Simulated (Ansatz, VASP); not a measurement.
# SiO2 (SiO2 (P3_121)): VASP beside Ansatz, part 3 of 3

One calculation is typed for both programs; each brings its own data sets. How far apart do they land? Of the first pair: The structure shown is the end of the Ansatz relaxation below.

VASP 6.6.1 and Ansatz 0.2.0.

So far: Set-up; Ansatz: relaxation, r2SCAN; VASP: single point, r2SCAN, pair 1; Differences.

### 6. VASP: single point, r2SCAN, pair 2

Level of this step: r2SCAN; plane waves and PAW (Si, O) (VASP).

The same cell, functional, mesh and smearing now go to VASP, with its own data sets.

The input, INCAR:

```
SYSTEM = SiO2
PREC = Accurate
ENCUT = 580
EDIFF = 1E-06
NELM = 120
ISMEAR = -1
SIGMA = 0.01
LREAL = Auto
ALGO = Normal
METAGGA = R2SCAN
LASPH = .TRUE.
NBANDS = 184
LORBIT = 11
LWAVE = .FALSE.
LCHARG = .FALSE.
ISIF = 2
ISYM = 2
GGA_COMPAT = .FALSE.
EFERMI = MIDGAP
LMIXTAU = .TRUE.
NCORE = 2
```

The input, POSCAR:

```
SiO2
1.0
    7.3816531007      4.2617994048      0.0000000000
   -7.3816531007      4.2617994048      0.0000000000
    0.0000000000      0.0000000000     10.8330695259
Si O
18 36
Direct
    0.0206858109      0.5103429054      1.0000000000
    0.3540191442      0.1770095721      1.0000000000
    0.6873524775      0.8436762388      1.0000000000
    0.1563237612      0.3126475225      0.3333333333
    0.4896570946      0.9793141891      0.3333333333
    0.8229904279      0.6459808558      0.3333333333
    0.1563237612      0.8436762388      0.1666666667
    0.4896570946      0.5103429054      0.1666666667
    0.8229904279      0.1770095721      0.1666666667
    0.0206858109      0.5103429054      0.5000000000
    0.3540191442      0.1770095721      0.5000000000
    0.6873524775      0.8436762388      0.5000000000
    0.1563237612      0.3126475225      0.8333333333
    0.4896570946      0.9793141891      0.8333333333
    0.8229904279      0.6459808558      0.8333333333
    0.1563237612      0.8436762388      0.6666666667
    0.4896570946      0.5103429054      0.6666666667
    0.8229904279      0.1770095721      0.6666666667
    0.2274170159      0.1857959811      0.3922921181
    0.5607503493      0.8524626477      0.3922921181
    0.8940836826      0.5191293144      0.3922921181
    0.1475373523      0.7082877015      0.0589587848
    0.4808706856      0.3749543682      0.0589587848
    0.8142040189      0.0416210349      0.0589587848
    0.2917122985      0.4392496507      0.2256254515
    0.6250456318      0.1059163174      0.2256254515
    0.9583789651      0.7725829841      0.2256254515
    0.2274170159      0.0416210349      0.1077078819
    0.5607503493      0.7082877015      0.1077078819
    0.8940836826      0.3749543682      0.1077078819
    0.2917122985      0.8524626477      0.2743745485
    0.6250456318      0.5191293144      0.2743745485
    0.9583789651      0.1857959811      0.2743745485
    0.1475373523      0.4392496507      0.4410412152
    0.4808706856      0.1059163174      0.4410412152
    0.8142040189      0.7725829841      0.4410412152
    0.2274170159      0.1857959811      0.8922921181
    0.5607503493      0.8524626477      0.8922921181
    0.8940836826      0.5191293144      0.8922921181
    0.1475373523      0.7082877015      0.5589587848
    0.4808706856      0.3749543682      0.5589587848
    0.8142040189      0.0416210349      0.5589587848
    0.2917122985      0.4392496507      0.7256254515
    0.6250456318      0.1059163174      0.7256254515
    0.9583789651      0.7725829841      0.7256254515
    0.2274170159      0.0416210349      0.6077078819
    0.5607503493      0.7082877015      0.6077078819
    0.8940836826      0.3749543682      0.6077078819
    0.2917122985      0.8524626477      0.7743745485
    0.6250456318      0.5191293144      0.7743745485
    0.9583789651      0.1857959811      0.7743745485
    0.1475373523      0.4392496507      0.9410412152
    0.4808706856      0.1059163174      0.9410412152
    0.8142040189      0.7725829841      0.9410412152
```

The input, KPOINTS:

```
Points of the shifted mesh
1
Reciprocal
 0.2500000000  0.2500000000  0.2500000000 1
```

The projector-augmented-wave data sets are Si and O (PBE family, release 64).

Started as:

```sh
$ mpirun -np 8 vasp_std
```

Numbers of over 12 decimals in the logs are rounded to 6 here.

The log of the run:

```text
[banner, memory and clock lines left out]
running    8 mpi-ranks, on    1 nodes
[...]
[... a notice as in an earlier step ...]

 LDA part: xc-table for (None), standard interpolation
 POSCAR, INCAR and KPOINTS ok, starting setup
[...]
entering main loop
       N       E                     dE             d eps       ncg     rms          rms(c)
DAV:   1     0.181608853371E+04    0.18161E+04   -0.16416E+05   376   0.162E+03
DAV:   2    -0.518955032730E+03   -0.23350E+04   -0.22815E+04   440   0.358E+02
DAV:   3    -0.676391809477E+03   -0.15744E+03   -0.15669E+03   440   0.975E+01
DAV:   4    -0.678797120796E+03   -0.24053E+01   -0.23977E+01   448   0.127E+01
[...]
DAV:  22    -0.536700461438E+03   -0.20748E-05   -0.38871E-06   376   0.642E-03    0.342E-03
DAV:  23    -0.536700464177E+03   -0.27388E-05   -0.13008E-06   240   0.451E-03    0.144E-03
DAV:  24    -0.536700465066E+03   -0.88855E-06   -0.36469E-07   240   0.284E-03
   1 F= -.53670047E+03 E0= -.53670047E+03  d E =0.000000E+00
```

From OUTCAR (step 6):

```text
  Total       -0.1127458     -0.1127458      0.1489936     -0.0000000      0.0000000     -0.0000000
  in kB       -0.2650226     -0.2650226      0.3502273     -0.0000000      0.0000000     -0.0000000
  external PRESSURE =      -0.0599393 kB  Pullay stress =       0.0000000 kB

 POSITION                                       TOTAL-FORCE (eV/Angst)
 -----------------------------------------------------------------------------------
     -3.61448      2.26314      0.00000         0.009611      0.016646      0.000000
      1.30662      2.26314      0.00000         0.009611      0.016646      0.000000
     -1.15393      6.52494      0.00000         0.009611      0.016646      0.000000
     -1.15393      1.99866      3.61102         0.009611     -0.016646      0.000000
     -3.61448      6.26046      3.61102         0.009611     -0.016646      0.000000
      1.30662      6.26046      3.61102         0.009611     -0.016646      0.000000
     -5.07380      4.26180      1.80551        -0.019222     -0.000000      0.000000
     -0.15270      4.26180      1.80551        -0.019222     -0.000000      0.000000
      4.76841      4.26180      1.80551        -0.019222     -0.000000      0.000000
     -3.61448      2.26314      5.41653         0.009611      0.016646      0.000000
      1.30662      2.26314      5.41653         0.009611      0.016646      0.000000
     -1.15393      6.52494      5.41653         0.009611      0.016646      0.000000
     -1.15393      1.99866      9.02756         0.009611     -0.016646      0.000000
     -3.61448      6.26046      9.02756         0.009611     -0.016646      0.000000
[...]
-----------------------------------------------------------------------------------
    total drift:                               -0.000013      0.000002     -0.000004

  FREE ENERGIE OF THE ION-ELECTRON SYSTEM (eV)
  ---------------------------------------------------
  free  energy   TOTEN  =      -536.7004650656 eV

  energy  without entropy=     -536.7004650656  energy(sigma->0) =     -536.70046507

[... 3 further parts left out ...]
[key lines of the parts left out:]
E-fermi :   4.3809
```

The run ends at a pressure of -0.01 GPa, with forces up to 0.019 eV/Å.

### 7. Side by side

What differs besides the data sets and the points named for the pairs above, as far as they apply: the cutoff is 500 eV in Ansatz and 580 eV in VASP (PREC = Accurate, projectors in real space). Total energies have different zeros and are not compared.

Compared:

```tsv
quantity	Ansatz	VASP	difference
gap on the k mesh (eV)	7.715	7.712	+0.003
```

At this near-relaxed geometry the largest component of a force difference is 19 meV/Å. A gap on the mesh is an upper bound, since the band edges may lie between its points.

### 8. VASP: single point, r2SCAN, pair 3

A single point gives forces, pressure and levels at one fixed geometry, so differences don't come from the geometry; what else differs is listed under the comparison.

INCAR is that of step 6.

POSCAR is that of step 6.

KPOINTS is that of step 6.

Started as:

```sh
$ mpirun -np 8 vasp_std
```

The log of the run:

```text
[... set-up lines as in an earlier step ...]
 entering main loop
       N       E                     dE             d eps       ncg     rms          rms(c)
[... 5 cycles as in an earlier step ...]
DAV:   6    -0.577731280518E+03    0.10111E+03   -0.15820E+02   416   0.262E+01    0.354E+01
[... 1 cycle as in an earlier step ...]
DAV:   8    -0.578172768740E+03   -0.36859E+02   -0.11611E+01   392   0.932E+00    0.619E+00
DAV:   9    -0.529977867961E+03    0.48195E+02   -0.10107E+01   384   0.786E+00    0.301E+00
DAV:  10    -0.533041894208E+03   -0.30640E+01   -0.14548E+00   400   0.394E+00    0.217E+00
[... 1 cycle as in an earlier step ...]
DAV:  12    -0.536125072307E+03   -0.29846E+01   -0.23843E+00   376   0.511E+00    0.542E-01
DAV:  13    -0.536652833608E+03   -0.52776E+00   -0.27643E-01   384   0.222E+00    0.391E-01
[... 1 cycle as in an earlier step ...]
DAV:  15    -0.536677176198E+03    0.18636E-02   -0.84488E-03   400   0.327E-01    0.721E-02
[... 1 cycle as in an earlier step ...]
DAV:  17    -0.536698917071E+03   -0.69845E-03   -0.27381E-04   416   0.571E-02    0.558E-02
[... 1 cycle as in an earlier step ...]
DAV:  19    -0.536700367955E+03   -0.58644E-03   -0.20599E-04   384   0.575E-02    0.106E-02
DAV:  20    -0.536700457777E+03   -0.89821E-04   -0.31177E-05   416   0.242E-02    0.145E-02
DAV:  21    -0.536700459364E+03   -0.15873E-05   -0.92489E-06   432   0.104E-02    0.655E-03
DAV:  22    -0.536700461438E+03   -0.20743E-05   -0.38871E-06   376   0.642E-03    0.342E-03
DAV:  23    -0.536700464177E+03   -0.27389E-05   -0.13009E-06   240   0.451E-03    0.144E-03
DAV:  24    -0.536700465065E+03   -0.88822E-06   -0.36470E-07   240   0.284E-03
   1 F= -.53670047E+03 E0= -.53670047E+03  d E =0.000000E+00
```

Parts of OUTCAR (step 8):

```text
  Total       -0.1127459     -0.1127459      0.1489936      0.0000000      0.0000000      0.0000000
  in kB       -0.2650227     -0.2650227      0.3502274      0.0000000      0.0000000      0.0000000
  external PRESSURE =      -0.0599393 kB  Pullay stress =       0.0000000 kB

 POSITION                                       TOTAL-FORCE (eV/Angst)
 -----------------------------------------------------------------------------------
     -3.61448      2.26314      0.00000         0.009611      0.016646     -0.000000
      1.30662      2.26314      0.00000         0.009611      0.016646     -0.000000
     -1.15393      6.52494      0.00000         0.009611      0.016646     -0.000000
     -1.15393      1.99866      3.61102         0.009611     -0.016646     -0.000000
     -3.61448      6.26046      3.61102         0.009611     -0.016646     -0.000000
      1.30662      6.26046      3.61102         0.009611     -0.016646     -0.000000
     -5.07380      4.26180      1.80551        -0.019222     -0.000000     -0.000000
     -0.15270      4.26180      1.80551        -0.019222     -0.000000     -0.000000
      4.76841      4.26180      1.80551        -0.019222     -0.000000     -0.000000
     -3.61448      2.26314      5.41653         0.009611      0.016646     -0.000000
      1.30662      2.26314      5.41653         0.009611      0.016646     -0.000000
     -1.15393      6.52494      5.41653         0.009611      0.016646     -0.000000
     -1.15393      1.99866      9.02756         0.009611     -0.016646     -0.000000
     -3.61448      6.26046      9.02756         0.009611     -0.016646     -0.000000
[...]
-----------------------------------------------------------------------------------
    total drift:                               -0.000013      0.000002     -0.000004

  FREE ENERGIE OF THE ION-ELECTRON SYSTEM (eV)
  ---------------------------------------------------
  free  energy   TOTEN  =      -536.7004650653 eV

  energy  without entropy=     -536.7004650653  energy(sigma->0) =     -536.70046507

[... 2 parts as in an earlier step ...]

[... 1 further part left out ...]
[key lines of the parts left out:]
E-fermi :   4.3809
```

The run ends at a pressure of -0.01 GPa, with forces up to 0.019 eV/Å.

### 9. Ansatz: single point, r2SCAN, pair 3

The same cell, functional, mesh and smearing now go to Ansatz.

The cell is taken from a series of runs on this material, whose earlier steps may have relaxed, scaled, displaced or heated it; both programs get it as it stands.

The input, input.yaml:

```yaml
crystal:
  lattice:
    - [7.3816531007, 4.2617994048, 0.0]
    - [-7.3816531007, 4.2617994048, 0.0]
    - [0.0, 0.0, 10.8330695259]
  atoms:
    - { symbol: Si, position: [0.0206858109, 0.5103429054, 0.0] }
    - { symbol: Si, position: [0.3540191442, 0.1770095721, 0.0] }
    - { symbol: Si, position: [0.6873524775, 0.8436762388, 0.0] }
    - { symbol: Si, position: [0.1563237612, 0.3126475225, 0.3333333334] }
    - { symbol: Si, position: [0.4896570946, 0.9793141891, 0.3333333334] }
    - { symbol: Si, position: [0.8229904279, 0.6459808558, 0.3333333334] }
    - { symbol: Si, position: [0.1563237612, 0.8436762388, 0.1666666666] }
    - { symbol: Si, position: [0.4896570946, 0.5103429054, 0.1666666666] }
    - { symbol: Si, position: [0.8229904279, 0.1770095721, 0.1666666666] }
    - { symbol: O, position: [0.2274170159, 0.1857959811, 0.3922921182] }
    - { symbol: O, position: [0.5607503493, 0.8524626477, 0.3922921182] }
    - { symbol: O, position: [0.8940836826, 0.5191293144, 0.3922921182] }
    - { symbol: O, position: [0.1475373523, 0.7082877015, 0.0589587848] }
    - { symbol: O, position: [0.4808706856, 0.3749543682, 0.0589587848] }
    - { symbol: O, position: [0.8142040189, 0.0416210349, 0.0589587848] }
    - { symbol: O, position: [0.2917122985, 0.4392496507, 0.2256254514] }
    - { symbol: O, position: [0.6250456318, 0.1059163174, 0.2256254514] }
    - { symbol: O, position: [0.9583789651, 0.7725829841, 0.2256254514] }
    - { symbol: O, position: [0.2274170159, 0.0416210349, 0.1077078818] }
    - { symbol: O, position: [0.5607503493, 0.7082877015, 0.1077078818] }
    - { symbol: O, position: [0.8940836826, 0.3749543682, 0.1077078818] }
    - { symbol: O, position: [0.2917122985, 0.8524626477, 0.2743745486] }
    - { symbol: O, position: [0.6250456318, 0.5191293144, 0.2743745486] }
    - { symbol: O, position: [0.9583789651, 0.1857959811, 0.2743745486] }
    - { symbol: O, position: [0.1475373523, 0.4392496507, 0.4410412152] }
    - { symbol: O, position: [0.4808706856, 0.1059163174, 0.4410412152] }
    - { symbol: O, position: [0.8142040189, 0.7725829841, 0.4410412152] }
    - { symbol: Si, position: [0.0206858109, 0.5103429054, 0.5] }
    - { symbol: Si, position: [0.3540191442, 0.1770095721, 0.5] }
    - { symbol: Si, position: [0.6873524775, 0.8436762388, 0.5] }
    - { symbol: Si, position: [0.1563237612, 0.3126475225, 0.8333333333] }
    - { symbol: Si, position: [0.4896570946, 0.9793141891, 0.8333333333] }
    - { symbol: Si, position: [0.8229904279, 0.6459808558, 0.8333333333] }
    - { symbol: Si, position: [0.1563237612, 0.8436762388, 0.6666666666] }
    - { symbol: Si, position: [0.4896570946, 0.5103429054, 0.6666666666] }
    - { symbol: Si, position: [0.8229904279, 0.1770095721, 0.6666666666] }
    - { symbol: O, position: [0.2274170159, 0.1857959811, 0.8922921182] }
    - { symbol: O, position: [0.5607503493, 0.8524626477, 0.8922921182] }
    - { symbol: O, position: [0.8940836826, 0.5191293144, 0.8922921182] }
    - { symbol: O, position: [0.1475373523, 0.7082877015, 0.5589587848] }
    - { symbol: O, position: [0.4808706856, 0.3749543682, 0.5589587848] }
    - { symbol: O, position: [0.8142040189, 0.0416210349, 0.5589587848] }
    - { symbol: O, position: [0.2917122985, 0.4392496507, 0.7256254514] }
    - { symbol: O, position: [0.6250456318, 0.1059163174, 0.7256254514] }
    - { symbol: O, position: [0.9583789651, 0.7725829841, 0.7256254514] }
    - { symbol: O, position: [0.2274170159, 0.0416210349, 0.6077078818] }
    - { symbol: O, position: [0.5607503493, 0.7082877015, 0.6077078818] }
    - { symbol: O, position: [0.8940836826, 0.3749543682, 0.6077078818] }
    - { symbol: O, position: [0.2917122985, 0.8524626477, 0.7743745486] }
    - { symbol: O, position: [0.6250456318, 0.5191293144, 0.7743745486] }
    - { symbol: O, position: [0.9583789651, 0.1857959811, 0.7743745486] }
    - { symbol: O, position: [0.1475373523, 0.4392496507, 0.9410412152] }
    - { symbol: O, position: [0.4808706856, 0.1059163174, 0.9410412152] }
    - { symbol: O, position: [0.8142040189, 0.7725829841, 0.9410412152] }
basis:
  ecutwfc: 500
  xc_grid: 2
hamiltonian:
  xc: r2scan
  pseudopotentials: { kind: paw, azcp: { folder: soft_1 } }
kpoints:
  mp_grid: { grid: [1, 1, 1], shift: [0.25, 0.25, 0.25] }
scf:
  occupations: { method: fermi_dirac, width: 0.01 }
  max_iter: 80
```

Started as:

```sh
$ ansatz run input.yaml --threads 4 --pin off --max-ram 7536MiB --backend cpu --events-out ev --progress --plain --runs-dir out
```

The log of the run:

```text
[...]
Crystal: 54 atoms, lattice volume = 681.598 Å³
Basis set: ecut = 500 eV, 17319 PW (Γ), exchange–correlation on 128×128×160 points (8 copies of the dense FFT grid, shifted against one another)
Bands: 198, of which v1, the nominal top of the filled ones, is band 144 counted from 1 (143 counted from 0)
Symmetry: 12 space group operations
k-points: 1
[...]
SCF iter   1: F=—  HF=-32063.541503 eV  |F-HF|=—  |Δ(HF+E_count)|=         —  Δρ=1.31e-1  dr2=1.06e2  dr2_τ=1.23e1  ethr=3.10e-3  ⟨swp⟩=6.0  Hψ=889  notcnv=0  defer=20
[...]
SCF iter   9: F=-32041.797976 eV  HF=-32041.797976 eV  |F-HF|=1.67e-8  |Δ(HF+E_count)|=   3.81e-8  Δρ=3.33e-6  dr2=5.45e-8  dr2_τ=1.95e-9  ethr=2.37e-10  ⟨swp⟩=3.0  Hψ=422  notcnv=0
SCF 1 converged in 9 iterations: F = -32041.797976 eV  dr2 = 5.45e-8
[...]
SCF converged after 9 iterations
Free energy (F): -32041.797976 eV
[...]
Internal energy: -32041.797976 eV  (E = F + TS)
E sigma→0 (E₀):  -32041.797976 eV
Fermi energy:    5.790119 eV
[...]
```

### 10. Side by side

Both answers:

```tsv
quantity	Ansatz	VASP	difference
gap on the k mesh (eV)	7.715	7.712	+0.003
```

A gap on the mesh is an upper bound, since the band edges may lie between its points.

### 11. Outcome

```
difference in gap on the k mesh (single point, r2SCAN, pair 1) : 0.0033 eV
r.m.s. force difference (single point, r2SCAN, pair 1)         : 7.8 meV/Å
difference in gap on the k mesh (single point, r2SCAN, pair 2) : 0.0032 eV
r.m.s. force difference (single point, r2SCAN, pair 2)         : 7.8 meV/Å
difference in gap on the k mesh (single point, r2SCAN, pair 3) : 0.0032 eV
```

**Reading.** The r.m.s. force difference is 7.8 meV/Å (single point, r2SCAN, pair 2), within the 12 meV/Å picked in this series as the mark of a large difference. 1 further run of this series is not shown here. How closely two codes agree says nothing of how well the functional describes the real material.

[Lines on the potential files, build, host, timing and source positions are cut from VASP's logs without a mark.]

[Logs are printed without paths, hosts, clocks, repeated set-up lines and the standing remarks that a program may print on its own settings, such as how far it seeks lower states.]

[Hosts, paths, dates, database ids (printed as entryN), source tags and the programs' standing remarks are cut or masked in the printed files.]
